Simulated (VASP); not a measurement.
The input files of a VASP run:

**POSCAR**
```
PtSe2
1
    1.8917421610    -3.2765937920     0.0000000000
    1.8917421610     3.2765937920    -0.0000000000
   -0.0000000000    -0.0000000000     4.9727849549
Pt Se
1 2
Direct
  0.0000000000   0.0000000000   0.0000000000
  0.3333330000   0.6666670000   0.2603489813
  0.6666670000   0.3333330000   0.7396510187
```

### KPOINTS
```
Automatic mesh
0
Gamma
8 8 6
0 0 0
```

**INCAR**
```
! general
SYSTEM  =PtSe2
PREC    =Accurate
ENCUT   =520
LREAL   =.False.
LASPH   =.True.

! electronic loop
EDIFF   =1E-6
NELM    =100
ALGO    =Normal
LMAXMIX =6

! smearing
ISMEAR  =1
SIGMA   =0.1

! functional
GGA     =MK
LUSE_VDW=.True.
AGGAC   =0.0
PARAM1  =0.1234568
PARAM2  =0.7114
ZAB_VDW =-1.8867

! ions
IBRION  =2
NSW     =60
ISIF    =3
EDIFFG  =-0.02

! output
LWAVE   =.False.
LCHARG  =.False.
```

POTCAR, in this order: Pt Se (PBE.64 set). Program: vasp_std.

Task: Translate this rev-vdW-DF2 calculation to Quantum ESPRESSO's pw.x.

Result: One equivalent input (not run):
```
&CONTROL
  calculation = 'vc-relax'
  pseudo_dir = './pseudo'
  outdir = './out'
  tprnfor = .true.
  tstress = .true.
  nstep = 60
  forc_conv_thr = 0.00078
/
&SYSTEM
  ibrav = 0
  nat = 3
  ntyp = 2
  ecutwfc = 86
  occupations = 'smearing'
  smearing = 'methfessel-paxton'
  degauss = 0.00735
  input_dft = 'vdw-df2-b86r'
/
&ELECTRONS
  conv_thr = 7.3e-08
  electron_maxstep = 100
/
&IONS
/
&CELL
/
ATOMIC_SPECIES
  Pt 195.084 Pt.upf
  Se 78.971 Se.upf
CELL_PARAMETERS angstrom
     1.8917422   -3.2765938    0.0000000
     1.8917422    3.2765938   -0.0000000
    -0.0000000   -0.0000000    4.9727850
ATOMIC_POSITIONS crystal
  Pt   0.0000000  0.0000000  0.0000000
  Se   0.3333330  0.6666670  0.2603490
  Se   0.6666670  0.3333330  0.7396510
K_POINTS automatic
  8 8 6 0 0 0
```
What does not carry over: the potentials are each code's own (VASP's PAW set, PseudoDojo norm-conserving files in pw.x), so ENCUT and ecutwfc are chosen apart and not converted; conv_thr bounds pw.x's estimated SCF error, while EDIFF bounds the energy change between steps; forc_conv_thr acts on force components and is met together with etot_conv_thr.

The compound is PtSe2 in the 1T layered structure. It was relaxed first. The start is the result of an earlier pass.
